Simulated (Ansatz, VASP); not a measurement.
**GaN in two plane-wave programs**

Wanted: the spread between two codes on one cell, functional and k mesh. The cell is taken from a series of runs on this material, whose earlier steps may have relaxed, scaled, displaced or heated it; both programs get it as it stands.

Main program and level: Ansatz 0.2.0; plane waves, with VASP 6.6.1 beside it; PBE, spin-orbit coupling.

## (1) The structure

The structure is hexagonal, space group P6_3mc (No. 186). Conventional cell: a = 3.190 Å, b = 3.190 Å, c = 5.189 Å, α = 90.00°, β = 90.00°, γ = 120.00°. Nearest to Ga lie 4 N at 1.95 Å. N has 4 Ga at 1.95 Å nearest. Farther neighbours and most contacts between anions are not listed.

## (2) Ansatz: single point, PBE, spin-orbit coupling

Ansatz runs on its PAW fully relativistic soft_1 files.

A single point takes one fixed geometry, so differences don't come from the geometry; what else differs is listed under the comparison.

File input.yaml:

```yaml
crystal:
  lattice:
    - [3.19, 0.0, 0.0]
    - [-1.595, 2.7626210381, 0.0]
    - [0.0, 0.0, 5.189]
  atoms:
    - { symbol: Ga, position: [0.6666666667, 0.3333333333, 0.0] }
    - { symbol: Ga, position: [0.3333333333, 0.6666666667, 0.5] }
    - { symbol: "N", position: [0.6666666667, 0.3333333333, 0.375] }
    - { symbol: "N", position: [0.3333333333, 0.6666666667, 0.875] }
kpoints:
  mp_grid: { grid: [12, 12, 4] }
  band_path:
    path:
      - [0.0, 0.0, 0.0]
      - [0.5, 0.0, 0.0]
      - [0.33333333, 0.33333333, 0.0]
      - [0.0, 0.0, 0.5]
      - [0.5, 0.0, 0.5]
      - [0.33333333, 0.33333333, 0.5]
    npoints: 1
hamiltonian:
  xc: pbe
  pseudopotentials: { kind: paw_fr, azcp: { folder: "./paw" } }
scf:
  occupations: { method: fixed }
  n_extra_bands: 10
magnetization:
  noncollinear: true
  spin_orbit: true
output:
  eigenvalues: true
```

Command:

```sh
ansatz run input.yaml --threads 3 --pin off --max-ram 92160MiB --backend cuda --events-out ev --progress --plain --runs-dir out --devices 1 --max-vram 13GiB
```

Numbers of over 12 decimals in the logs are rounded to 6 here.

What it wrote:

```text
scf.n_extra_bands = 10 over 36 filled bands (N_el = 36.0): the run solves 46 bands
GPUs: using 1 of 1 available (devices: 1).
Engine: ansatz 0.2.0, x86_64-unknown-linux-gnu
Pseudopotentials: kind: paw_fr
Pseudopotential: Ga, paw, valence charge 13, recommended cutoff 420 eV (normal), <dir>
Pseudopotential: N, paw, valence charge 5, recommended cutoff 420 eV (normal), <dir>
Functional definition: PBE
  parameter kappa = 0.804
  parameter beta = 0.066725
  exchange = pbe_x(kappa = kappa, mu = beta*pi^2/3)
  correlation = pbe_c(beta = beta)
non-collinear run that drives no moment, with spin-orbit: no starting moment large enough to seed its density (crystal.atoms[].spin), no starting occupations that ask for one, no magnetisation constraint and no magnetic field, so the semilocal B_xc is pinned to zero
device memory: the entry about to start is reckoned to put 2.9 GiB on a device that reports 65.6 GiB free (of which the cap on the GPU budget leaves the run 13.0 GiB)
GPU FFT provider: cuFFT
GPU libraries: cuBLAS 13.8.2, cuFFT 12.4.0, cuSOLVER 12.3.4
Crystal: 4 atoms, lattice volume = 45.729 Å³
Basis set: ecut = 420 eV, 917 PW (Γ)
Bands: 46, of which v1, the nominal top of the filled ones, is band 36 counted from 1 (35 counted from 0)
Symmetry: 12 space group operations + 12 with time reversal
Magnetic group: BNS 186.204 (UNI 1434), of the structure as read, at distance tolerance 3.6e-5 Å
k-points: 57 of 576 (time reversal used)
Projection manifold: j_resolved (fully-relativistic pseudo-atomic orbitals)
Non-local potential: Ga, projectors of the file, resolved by j, l = 0: 2, l = 1: 4, l = 2: 6, l = 3: 2
Non-local potential: N, projectors of the file, resolved by j, l = 0: 2, l = 1: 4, l = 2: 2
PAW form: soft (Blöchl's): semilocal exchange-correlation on the pseudo side does not see the compensation charge
PAW one-centre angular grid: Ga, 590 points (default); XC on 64 Gauss nodes
PAW one-centre angular grid: N, 110 points (default); XC on 64 Gauss nodes
Initial density: superposition of atomic densities (chi_scale 0.1, normalization cell, long waves kept (reshape's long-wave potential 0.00 eV rms))
Initial wavefunctions: pseudopotential atomic-orbital guess
GPU buffer pool allocated for 20736 grid points (all kernels)
GPU transforms: local potential and band sums: pruned to the plane-wave sphere, on 24×24×36
Functional: x = pbe(κ = 0.804, μ = 0.219515), c = pbe(β = 0.066725)
SCF iter   1: F=—  HF=-8337.364800 eV  |F-HF|=—  |Δ(HF+E_count)|=         —  Δρ=1.13e-1  dr2=5.09e0  dr2_m=0.00e0 (ungated)  ethr=3.10e-3  |M|=0.00e0 ∫|m|=0.00e0 μB  |m|>n=0.0e0 m-floor=0.0e0 τ_xc=0.0e0  β_m=0.30  ⟨swp⟩=4.3  Hψ=9790  notcnv=0  defer=319
preconditioner: auto → Resta (q_TF=auto, 2.622 Å⁻¹)  ε∞=4.5  [insulator: Δε(μ)=2.709 eV  Ē_g=17.504 eV  n_scr=22 (ndim 8)  ℏωp=32.9 eV  f_vac=0.000  ε∞_Penn≈4.5]
spin=Noncollinear: Resta preconditioning applied to the charge; magnetization (m_x, m_y, m_z) channels mix plain (no charge-response kernel on spin).
SCF iter   2: F=—  HF=-8336.355062 eV  |F-HF|=—  |Δ(HF+E_count)|=    1.01e0  Δρ=6.66e-2  dr2=1.54e0  dr2_m=0.00e0 (ungated)  ethr=3.10e-3  |M|=0.00e0 ∫|m|=0.00e0 μB  |m|>n=0.0e0 m-floor=0.0e0 τ_xc=0.0e0  β_m=0.48  ⟨swp⟩=2.1  Hψ=3971  notcnv=0  defer=276
SCF iter   3: F=—  HF=-8336.002855 eV  |F-HF|=—  |Δ(HF+E_count)|=   3.52e-1  Δρ=2.22e-2  dr2=1.34e-1  dr2_m=0.00e0 (ungated)  ethr=3.10e-3  |M|=0.00e0 ∫|m|=0.00e0 μB  |m|>n=0.0e0 m-floor=0.0e0 τ_xc=0.0e0  β_m=0.69  ⟨swp⟩=2.0  Hψ=3358  notcnv=0  defer=306
SCF iter   4: F=—  HF=-8335.984298 eV  |F-HF|=—  |Δ(HF+E_count)|=   1.86e-2  Δρ=3.44e-3  dr2=6.60e-3  dr2_m=0.00e0 (ungated)  ethr=3.73e-4  |M|=0.00e0 ∫|m|=0.00e0 μB  |m|>n=0.0e0 m-floor=0.0e0 τ_xc=0.0e0  β_m=0.66  ⟨swp⟩=3.0  Hψ=4654  notcnv=0  defer=336
SCF iter   5: F=—  HF=-8335.984004 eV  |F-HF|=—  |Δ(HF+E_count)|=   2.94e-4  Δρ=2.72e-3  dr2=2.26e-3  dr2_m=0.00e0 (ungated)  ethr=1.83e-5  |M|=0.00e0 ∫|m|=0.00e0 μB  |m|>n=0.0e0 m-floor=0.0e0 τ_xc=0.0e0  β_m=0.83  ⟨swp⟩=2.0  Hψ=4642  notcnv=0  defer=340
SCF iter   6: F=—  HF=-8335.985746 eV  |F-HF|=—  |Δ(HF+E_count)|=   1.74e-3  Δρ=5.89e-4  dr2=1.21e-4  dr2_m=0.00e0 (ungated)  ethr=6.28e-6  |M|=0.00e0 ∫|m|=0.00e0 μB  |m|>n=0.0e0 m-floor=0.0e0 τ_xc=0.0e0  β_m=0.91  ⟨swp⟩=2.8  Hψ=4672  notcnv=0  defer=342
SCF iter   7: F=—  HF=-8335.985895 eV  |F-HF|=—  |Δ(HF+E_count)|=   1.49e-4  Δρ=1.08e-4  dr2=5.70e-6  dr2_m=0.00e0 (ungated)  ethr=3.37e-7  |M|=0.00e0 ∫|m|=0.00e0 μB  |m|>n=0.0e0 m-floor=0.0e0 τ_xc=0.0e0  β_m=0.96  ⟨swp⟩=2.0  Hψ=3849  notcnv=0  defer=336
SCF iter   8: F=—  HF=-8335.985910 eV  |F-HF|=—  |Δ(HF+E_count)|=   1.50e-5  Δρ=1.66e-5  dr2=9.14e-8  dr2_m=0.00e0 (ungated)  ethr=2.78e-10  |M|=0.00e0 ∫|m|=0.00e0 μB  |m|>n=0.0e0 m-floor=0.0e0 τ_xc=0.0e0  β_m=0.98  ⟨swp⟩=7.6  Hψ=11430  notcnv=0
SCF iter   9: F=-8335.985911 eV  HF=-8335.985911 eV  |F-HF|=4.81e-9  |Δ(HF+E_count)|=   1.80e-7  Δρ=3.26e-6  dr2=4.90e-9  dr2_m=0.00e0 (ungated)  ethr=2.54e-10  |M|=0.00e0 ∫|m|=0.00e0 μB  |m|>n=0.0e0 m-floor=0.0e0 τ_xc=0.0e0  ⟨swp⟩=2.0  Hψ=8235  notcnv=0
SCF 1 converged in 9 iterations: F = -8335.985911 eV  dr2 = 4.90e-9
  greatest PAW one-centre occupation: 0.995 electrons in one spin orbital (limit 2), on the Ga atom at site 0 (counted from 0), in its partial waves of l = 2
device memory: the entry about to start is reckoned to put 1.8 GiB on a device that reports 59.0 GiB free (of which the cap on the GPU budget leaves the run 13.0 GiB)
NSCF: frozen V_eff on 6 k-points
SCF converged after 9 iterations
Magnetization: |M| = 0.0000 μB,  M = (+0.0000, +0.0000, +0.0000) μB
Absolute magnetization: 0.0000 μB (∫|m|)
  site 0: m = (+0.0000, +0.0000, +0.0000) μB, |m| = 0.0000 μB  (R = 0.80 Å)
  site 1: m = (+0.0000, +0.0000, +0.0000) μB, |m| = 0.0000 μB  (R = 0.80 Å)
  site 2: m = (+0.0000, +0.0000, +0.0000) μB, |m| = 0.0000 μB  (R = 0.80 Å)
  site 3: m = (+0.0000, +0.0000, +0.0000) μB, |m| = 0.0000 μB  (R = 0.80 Å)
Free energy (F): -8335.985911 eV
Harris-Foulkes:  -8335.985911 eV  (|F-HF|=4.81e-9)
Internal energy: -8335.985911 eV  (E = F + TS)
E sigma→0 (E₀):  -8335.985911 eV
Fermi energy:    9.680379 eV
--- Per-component energies (eV) ---
  E_band       = -10.902400
  E_kinetic    = 481.871086
  E_local      = -2834.620442  (includes V_loc(G=0)·N_el)
  E_nonlocal   = -108.871934
  E_hartree    = 1792.782508
  E_xc         = -244.706013
  E_vxc        = -261.981994  (∫ρ·V_xc dr)
  E_paw        = -4249.934077  (= ΣΔE_a)
  E_vpaw       = -872.866767  (= ΣTr[D̂ρ^β])
  E_aug_tail   = 0.001509  (compensation charges beyond the density's cutoff)
  E_ewald      = -3172.508547
  E_smearing   = -0.000000  (= −TS)
  E_closure    = 0.000000  (closes the sum)
  Σ components = -8335.985911   (vs F -8335.985911, Δ=0.00e0)
--- Band table (eV; the first three rows and the last of 57) ---
  k-point 0: bands = [... 32 lower, 9.6746, 9.6746, 9.6804, 9.6804, 11.5688, 11.5688, 13.9210, 13.9210, ... 6 higher]
  k-point 1: bands = [... 32 lower, 9.5122, 9.5122, 9.5228, 9.5228, 12.7657, 12.7657, 14.0247, 14.0247, ... 6 higher]
  k-point 2: bands = [... 32 lower, 9.1509, 9.1509, 9.1509, 9.1509, 13.9034, 13.9034, 13.9034, 13.9034, ... 6 higher]
  k-point 56: bands = [... 32 lower, 8.1816, 8.1816, 8.1883, 8.1883, 16.0800, 16.0800, 16.1057, 16.1057, ... 6 higher]
```

## (3) VASP: single point, PBE, spin-orbit coupling

The same cell, functional and mesh now go to VASP, with its own data sets.

Lines of VASP's logs that name or quote its potential files are left out, and so is its time.

File INCAR:

```
SYSTEM = GaN
PREC = Accurate
ENCUT = 520
EDIFF = 1E-06
NELM = 200
ISMEAR = 0
SIGMA = 0.01
LREAL = .FALSE.
ALGO = Normal
GGA = PE
LNONCOLLINEAR = .TRUE.
MAGMOM = 0 0 0 0 0 0 0 0 0 0 0 0
NBANDS = 48
GGA_COMPAT = .FALSE.
LASPH = .TRUE.
LSORBIT = .TRUE.
LORBIT = 11
LWAVE = .FALSE.
LCHARG = .FALSE.
ISIF = 2
EFERMI = MIDGAP
```

File POSCAR:

```
GaN
1.0
    3.1900000000      0.0000000000      0.0000000000
   -1.5950000000      2.7626210381      0.0000000000
    0.0000000000      0.0000000000      5.1890000000
Ga N
2 2
Direct
    0.6666666666      0.3333333332      0.0000000000
    0.3333333332      0.6666666666      0.5000000000
    0.6666666666      0.3333333332      0.3750000000
    0.3333333332      0.6666666666      0.8750000000
```

File KPOINTS:

```
Automatic mesh
0
Gamma
12 12 4
0 0 0
```

PAW data sets: Ga_d and N (PBE family, release 64).

Command:

```sh
mpirun -np 1 vasp_ncl
```

What it wrote:

```text
[banner, memory and clock lines left out]
running    1 mpi-ranks, on    1 nodes
 distrk:  each k-point on    1 cores,    1 groups
 distr:  one band on    1 cores,    1 groups

 POSCAR found type information on POSCAR GaN
 POSCAR found :  2 types and       4 ions
 LDA part: xc-table for (Slater+PW92), standard interpolation
 POSCAR, INCAR and KPOINTS ok, starting setup
 FFT: planning ... GRIDC
 FFT: planning ... GRID_SOFT
 FFT: planning ... GRID
 WAVECAR not read
 entering main loop
       N       E                     dE             d eps       ncg     rms          rms(c)
DAV:   1     0.400357648366E+03    0.40036E+03   -0.16096E+04  8472   0.281E+03
DAV:   2     0.527100911124E+02   -0.34765E+03   -0.32482E+03  7360   0.718E+02
DAV:   3    -0.223022587920E+02   -0.75012E+02   -0.72747E+02  8440   0.218E+02
DAV:   4    -0.281625092596E+02   -0.58603E+01   -0.58026E+01  9392   0.639E+01
DAV:   5    -0.283240175522E+02   -0.16151E+00   -0.16133E+00  8688   0.111E+01    0.109E+01
DAV:   6    -0.241780437496E+02    0.41460E+01   -0.10629E+01 13296   0.532E+01    0.291E+00
DAV:   7    -0.243359836904E+02   -0.15794E+00   -0.20640E+00  7840   0.108E+01    0.272E+00
DAV:   8    -0.243298424070E+02    0.61413E-02   -0.17769E-01 10744   0.699E+00    0.704E-01
DAV:   9    -0.243146470026E+02    0.15195E-01   -0.64492E-02 11184   0.460E+00    0.278E-01
DAV:  10    -0.243154392475E+02   -0.79224E-03   -0.67210E-03  8440   0.734E-01    0.104E-01
DAV:  11    -0.243155082243E+02   -0.68977E-04   -0.75066E-04 10368   0.454E-01    0.450E-02
DAV:  12    -0.243155185565E+02   -0.10332E-04   -0.10404E-04  8936   0.760E-02    0.255E-02
DAV:  13    -0.243155158910E+02    0.26654E-05   -0.65348E-06  9384   0.498E-02    0.108E-02
DAV:  14    -0.243155160082E+02   -0.11720E-06   -0.78532E-06  7360   0.461E-02
   1 F= -.24315516E+02 E0= -.24315516E+02  d E =0.000000E+00  mag=     0.0000     0.0000     0.0000
```

From OUTCAR (step 3):

```text
ion  position               nearest neighbor table
   1  0.667  0.333  0.000-   3 1.95   4 1.95   4 1.95   4 1.95
   2  0.333  0.667  0.500-   4 1.95   3 1.95   3 1.95   3 1.95
   3  0.667  0.333  0.375-   1 1.95   2 1.95   2 1.95   2 1.95
   4  0.333  0.667  0.875-   2 1.95   1 1.95   1 1.95   1 1.95

  LATTYP: Found a hexagonal cell.
 ALAT       =     3.1900000000
 C/A-ratio  =     1.6266457680

 Subroutine GETGRP returns: Found 12 space group operations
 (whereof  6 operations were pure point group operations)

The static configuration has the point symmetry C_3v.
 The point group associated with its full space group is C_6v.

 Found     76 irreducible k-points:

   k-points           NKPTS =     76   k-points in BZ     NKDIM =     76   number of bands    NBANDS=     48

   dimension x,y,z NGX =    24 NGY =   24 NGZ =   40
   dimension x,y,z NGXF=    48 NGYF=   48 NGZF=   80

   ENCUT  =  520.0 eV  38.22 Ry    6.18 a.u.   5.93  5.93  9.65*2*pi/ulx,y,z

   NELECT =      36.0000    total number of electrons

 k-points in reciprocal lattice and weights: Automatic mesh
   0.00000000  0.00000000  0.00000000       0.002
   0.08333333 -0.00000000  0.00000000       0.010
   0.16666667 -0.00000000  0.00000000       0.010
   0.25000000 -0.00000000  0.00000000       0.010
   0.33333333 -0.00000000  0.00000000       0.010
   0.41666667 -0.00000000  0.00000000       0.010
   0.50000000 -0.00000000  0.00000000       0.005
   0.08333333  0.08333333  0.00000000       0.010
   0.16666667  0.08333333  0.00000000       0.021
[...]
0.33333333  0.25000000  0.50000000       0.021
   0.33333333  0.33333333  0.50000000       0.003

 average (electrostatic) potential at core
       1 -63.5009       2 -63.5009       3 -62.0494       4 -62.0494

 E-fermi :   6.2662

 k-point     1 :       0.0000    0.0000    0.0000
  band No.  band energies     occupation
    ...
     32       5.2515      1.00000
     33       5.3135      1.00000
     34       5.3135      1.00000
     35       5.3189      1.00000
     36       5.3189      1.00000
     37       7.2135      0.00000
     38       7.2135      0.00000
     39       9.5591      0.00000
     40       9.5591      0.00000
     41      14.5002      0.00000
    ...

 k-point     2 :       0.0833   -0.0000    0.0000
  band No.  band energies     occupation
    ...
     32       4.6906      1.00000
     33       5.1783      1.00000
     34       5.1904      1.00000
     35       5.2536      1.00000
     36       5.2577      1.00000
     37       7.7910      0.00000
     38       7.7949      0.00000
     39       9.9884      0.00000
     40      10.0017      0.00000
     41      14.3049      0.00000
    ...

 k-point     3 :       0.1667   -0.0000    0.0000
  band No.  band energies     occupation
    ...
     32       3.7668      1.00000
     33       4.9543      1.00000
     34       4.9765      1.00000
     35       5.0759      1.00000
     36       5.0824      1.00000
     37       8.7319      0.00000
     38       8.7423      0.00000
     39      10.8268      0.00000
     40      10.8403      0.00000
     41      13.4443      0.00000
    ...

  Total        1.3298941      1.3298941      1.7763448      0.0000000      0.0000000      0.0000000
  in kB       46.5942107     46.5942107     62.2360732      0.0000000      0.0000000      0.0000000
  external PRESSURE =      51.8081648 kB  Pullay stress =       0.0000000 kB

  energy-cutoff  :      520.00
  volume of cell :       45.73
      direct lattice vectors                 reciprocal lattice vectors
     3.190000000  0.000000000  0.000000000     0.313479624  0.180987545  0.000000000
    -1.595000000  2.762621038  0.000000000     0.000000000  0.361975090  0.000000000
     0.000000000  0.000000000  5.189000000     0.000000000  0.000000000  0.192715359

 POSITION                                       TOTAL-FORCE (eV/Angst)
 -----------------------------------------------------------------------------------
      1.59500      0.92087      0.00000         0.000000      0.000000     -0.117328
     -0.00000      1.84175      2.59450        -0.000000      0.000000     -0.117328
      1.59500      0.92087      1.94588        -0.000000      0.000000      0.117328
     -0.00000      1.84175      4.54038         0.000000      0.000000      0.117328
 -----------------------------------------------------------------------------------
    total drift:                                0.000000      0.000000     -0.000633

  FREE ENERGIE OF THE ION-ELECTRON SYSTEM (eV)
  ---------------------------------------------------
  free  energy   TOTEN  =       -24.3155160082 eV

  energy  without entropy=      -24.3155160082  energy(sigma->0) =      -24.31551601

 Spin-Orbit-Coupling matrix elements
 Ion:    1  E_soc:     -0.0107445
 Ion:    2  E_soc:     -0.0107445
 Ion:    3  E_soc:     -0.0000945
 Ion:    4  E_soc:     -0.0000945

 total charge
# of ion       s       p       d       tot
------------------------------------------
    1        0.787   0.896  10.179  11.862
    2        0.787   0.896  10.179  11.862
    3        1.224   2.522   0.000   3.747
    4        1.224   2.522   0.000   3.747
--------------------------------------------------
tot          4.022   6.837  20.358  31.217

 magnetization (x)
# of ion       s       p       d       tot
------------------------------------------
    1       -0.000  -0.000  -0.000  -0.000
    2        0.000   0.000  -0.000   0.000
    3        0.000   0.000   0.000   0.000
    4       -0.000   0.000   0.000   0.000
--------------------------------------------------
tot          0.000   0.000  -0.000   0.000

 magnetization (y)
# of ion       s       p       d       tot
------------------------------------------
    1        0.000   0.000   0.000   0.000
    2        0.000   0.000   0.000   0.000
    3       -0.000  -0.000   0.000  -0.000
    4        0.000   0.000   0.000   0.000
--------------------------------------------------
tot         -0.000  -0.000   0.000  -0.000

 magnetization (z)
# of ion       s       p       d       tot
------------------------------------------
    1        0.000   0.000   0.000   0.000
    2       -0.000  -0.000   0.000  -0.000
    3        0.000   0.000   0.000   0.000
    4        0.000   0.000   0.000   0.000
--------------------------------------------------
tot          0.000   0.000   0.000   0.000

[... 3 further parts left out ...]
```

The gap is read on the k-mesh alone, so it is an upper bound where the band edges lie off the mesh.

## (4) Differences

Known differences besides the potentials themselves: spin-orbit coupling enters by fully relativistic files in Ansatz and inside the spheres in VASP; fixed occupations in Ansatz, narrow Gaussian smearing in VASP; the cutoff is 420 eV in Ansatz and 520 eV in VASP. Total energies have different zeros and are not compared.

Both answers:

```
              quantity  Ansatz   VASP  difference
gap on the k mesh (eV)   1.888  1.895      -0.006
```

A gap on the mesh is an upper bound, since the band edges may lie between its points.

## (5) Summary of results

```
difference in gap on the k mesh (single point, PBE, spin-orbit coupling) : -0.0061 eV
```

The difference in gap on the k mesh is -0.0061 eV (single point, PBE, spin-orbit coupling), within the 0.08 eV picked in this series as the mark of a large difference. How closely two codes agree says nothing of how well the functional describes the real material.

[Lines on the potential files, build, host, timing and source positions are cut from VASP's logs without a mark.]

[Logs are printed without paths, hosts, clocks, repeated set-up lines and the standing remarks that a program may print on its own settings, such as how far it seeks lower states.]

[Hosts, paths, dates, database ids (printed as entryN), source tags and the programs' standing remarks are cut or masked in the printed files.]
